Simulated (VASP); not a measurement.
An input for Quantum ESPRESSO's pw.x (written as the equivalent of a VASP run, and not itself run):

```
&CONTROL
  calculation = 'scf'
  pseudo_dir = './pseudo'
  outdir = './out'
  tprnfor = .true.
  tstress = .true.
/
&SYSTEM
  ibrav = 0
  nat = 2
  ntyp = 2
  ecutwfc = 102
  occupations = 'tetrahedra'
  input_dft = 'revpbe'
/
&ELECTRONS
  conv_thr = 7.3e-09
  electron_maxstep = 100
/
ATOMIC_SPECIES
  Cd 112.414 Cd.upf
  Te 127.600 Te.upf
CELL_PARAMETERS angstrom
     0.0000000    3.3495238    3.3495238
     3.3495238    0.0000000    3.3495238
     3.3495238    3.3495238    0.0000000
ATOMIC_POSITIONS crystal
  Cd   1.0000000  0.0000000  1.0000000
  Te   0.2500000  0.2500000  0.2500000
K_POINTS automatic
  8 8 8 0 0 0
```

Q: Write the VASP files for the same calculation (revPBE).

A: This is not unique; one that fits is 
### POSCAR
```
CdTe
1
    0.0000000000     3.3495237603     3.3495237603
    3.3495237603     0.0000000000     3.3495237603
    3.3495237603     3.3495237603     0.0000000000
Cd Te
1 1
Direct
  1.0000000000   0.0000000000   1.0000000000
  0.2500000000   0.2500000000   0.2500000000
```

**INCAR**
```
ISMEAR = -5
ISIF = 2
LWAVE = .FALSE.
ENCUT = 520   # plane-wave cut-off (eV)
NELM = 100   # most electronic steps
NEDOS = 601   # DOS grid
LCHARG = .TRUE.
GGA = RE   # revPBE
LREAL = .FALSE.
ALGO = Normal
LORBIT = 11
LASPH = .TRUE.   # aspherical one-centre terms
LMAXMIX = 4   # l cut-off of mixed one-centre charges
EDIFF = 1E-7
SYSTEM = CdTe
PREC = Accurate
```

File KPOINTS:
```
Automatic mesh
0
Gamma
8 8 8
0 0 0
```

POTCAR, in this order: Cd Te (PBE.64 set). Program: vasp_std.

What does not carry over: the potentials are each code's own (VASP's PAW set, PseudoDojo norm-conserving files in pw.x), so ENCUT and ecutwfc are chosen apart and not converted; conv_thr bounds pw.x's estimated SCF error, while EDIFF bounds the energy change between steps.

The compound is CdTe in the zinc blende structure. It was relaxed first, which changed the volume by +10 %.
